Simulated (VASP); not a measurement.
Here is the system:

```xyz
6
Lattice="4.6491 0.0000 0.0000 0.0000 4.6491 0.0000 0.0000 0.0000 3.0692" Properties=species:S:1:pos:R:3 pbc="T T T"
Mg     0.0000     0.0000     0.0000
Mg     2.3246     2.3246     1.5346
F      1.4097     1.4097     3.0692
F      3.7343     0.9148     1.5346
F      0.9148     3.7343     1.5346
F      3.2394     3.2394     0.0000
```

Method: TPSS meta-GGA, VASP's PBE PAW potentials (set 64) (plane waves; VASP). Run with 520 eV cut-off, 6×6×8 Γ-centred mesh, tetrahedra with Blöchl corrections, potentials Mg F.

### Question
Predict the energy per atom (σ→0), band gap (over mesh and band path) with the smallest direct gap where there is one.

### Answer

```
Quantity                                               Result
---------------------------------------------  --------------
band gap (over mesh and band path)                    7.29 eV
smallest direct gap (over mesh and band path)         7.29 eV
energy per atom (σ→0)                          -8.322 eV/atom
```

Only differences to runs with the same potentials and settings are physical.

The compound is MgF2 in the rutile structure. It was relaxed first.
